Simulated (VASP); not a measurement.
Data:

```
Zn
1.0
    2.78983     0.00000     0.00000
   -1.39491     2.41606     0.00000
    0.00000     0.00000     8.97630
Zn
4
Direct
  0.00000   0.00000   0.00000
  0.00000   0.00000   0.50000
  0.33333   0.66667   0.25000
  0.66667   0.33333   0.75000
```

Computed with revPBE GGA, VASP's PBE PAW potentials (set 64) (plane waves; VASP). Numerical set-up: 300 eV cut-off, 18×18×5 Γ-centred mesh shifted by (0.5, 0.5, 0.5), Gaussian smearing of 0.20 eV, potentials Zn.

At this cut-off the stress carries a Pulay error, which pulls relaxed volumes low.

Q: Give the stress tensor in GPa (positive for a compressed cell).

A: 
```
1.60  0.00  0.00
0.00  1.60  0.00
0.00  0.00  2.99
```
The pressure is its mean diagonal, 2.06 GPa.

The structure was generated: Zn was put into an ordered model structure, which need not be its known phase. The cell was not relaxed at this level.
